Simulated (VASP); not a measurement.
```yaml
crystal:
  lattice:
    - [0.00000, 2.77716, 2.77716]
    - [2.77716, 0.00000, 2.77716]
    - [2.77716, 2.77716, 0.00000]
  atoms:
    - { symbol: Ag, position: [0.00000, 0.00000, 0.00000] }
    - { symbol: Cl, position: [0.50000, 0.50000, 0.50000] }
```

Method: r2SCAN+rVV10, VASP's PBE PAW potentials (set 64) (plane waves; VASP 6.6.1). Numerical set-up: 520 eV cut-off, 8×8×8 Γ-centred mesh, Gaussian smearing of 0.050 eV, potentials Ag Cl.

Q: Estimate the energy per atom (σ→0), pressure, band gap (on the k-mesh) with the smallest direct gap where there is one.

A: 
```
Item                                          Result
-----------------------------------  ---------------
band gap (on the k-mesh)                     1.36 eV
smallest direct gap (on the k-mesh)          3.64 eV
energy per atom (σ→0)                -14.045 eV/atom
pressure                                  -15.0 kbar
```

The compound is AgCl in the rock salt structure. This cell is one point of a volume scan, at 1.03 of the reference volume.
